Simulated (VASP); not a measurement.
Consider the following.

```yaml
crystal:
  lattice:
    - [6.67953, 0.00000, -0.00712]
    - [0.00000, 6.61976, 0.00000]
    - [-1.11416, 0.00000, 6.77133]
  atoms:
    - { symbol: W, position: [0.27924, 0.04518, 0.20071] }
    - { symbol: W, position: [0.72076, 0.54518, 0.29929] }
    - { symbol: W, position: [0.72076, 0.95482, 0.79929] }
    - { symbol: W, position: [0.27924, 0.45482, 0.70071] }
    - { symbol: Te, position: [0.08194, 0.34912, 0.34097] }
    - { symbol: Te, position: [0.91806, 0.84912, 0.15903] }
    - { symbol: Te, position: [0.91806, 0.65088, 0.65903] }
    - { symbol: Te, position: [0.08194, 0.15088, 0.84097] }
    - { symbol: Te, position: [0.44923, 0.76111, 0.49358] }
    - { symbol: Te, position: [0.55077, 0.26111, 0.00642] }
    - { symbol: Te, position: [0.55077, 0.23889, 0.50642] }
    - { symbol: Te, position: [0.44923, 0.73889, 0.99358] }
```

Method: PBEsol GGA, VASP's PBE PAW potentials (set 64) (plane waves; VASP). Numerical set-up: 400 eV cut-off, Gaussian smearing of 0.050 eV, potentials W_sv Te.

Give the energies of bands 46 to 59 at the high-symmetry points, in eV from the Fermi level.

| band | Γ | Z | D | B | A | E | C2 | Y2 |
|---|---|---|---|---|---|---|---|---|
| 46 | -0.89 | -1.61 | -1.81 | -1.90 | -1.69 | -2.28 | -1.66 | -1.37 |
| 47 | -0.85 | -1.27 | -1.37 | -1.03 | -1.29 | -1.88 | -1.57 | -1.36 |
| 48 | -0.77 | -1.27 | -1.37 | -1.03 | -1.29 | -1.88 | -1.57 | -1.13 |
| 49 | -0.66 | -0.65 | -0.65 | -0.63 | -0.81 | -0.44 | -0.47 | -0.92 |
| 50 | -0.52 | -0.65 | -0.65 | -0.63 | -0.81 | -0.44 | -0.47 | -0.56 |
| 51 | -0.28 | -0.20 | -0.60 | 0.08 | 0.01 | -0.38 | -0.10 | -0.45 |
| 52 | -0.27 | -0.20 | -0.60 | 0.08 | 0.01 | -0.38 | -0.10 | -0.32 |
| 53 | 0.08 | -0.01 | 0.34 | 0.32 | 0.26 | 0.11 | 0.26 | 0.26 |
| 54 | 0.40 | -0.01 | 0.34 | 0.32 | 0.26 | 0.11 | 0.26 | 0.46 |
| 55 | 0.89 | 0.58 | 0.68 | 0.65 | 0.50 | 0.19 | 0.48 | 0.51 |
| 56 | 0.93 | 0.58 | 0.68 | 0.65 | 0.50 | 0.19 | 0.48 | 0.73 |
| 57 | 1.08 | 1.46 | 0.92 | 0.84 | 0.88 | 1.13 | 0.71 | 0.93 |
| 58 | 1.42 | 1.46 | 0.92 | 0.84 | 0.88 | 1.13 | 0.71 | 0.98 |
| 59 | 1.49 | 1.62 | 1.24 | 1.73 | 1.44 | 1.62 | 1.78 | 1.43 |

It has no gap at this level: it comes out as a metal or semimetal.

The structure was generated: Te2W was put into the baddeleyite type (P2_1/c), which need not be its known phase. It was relaxed first, which changed the volume by -23 %.
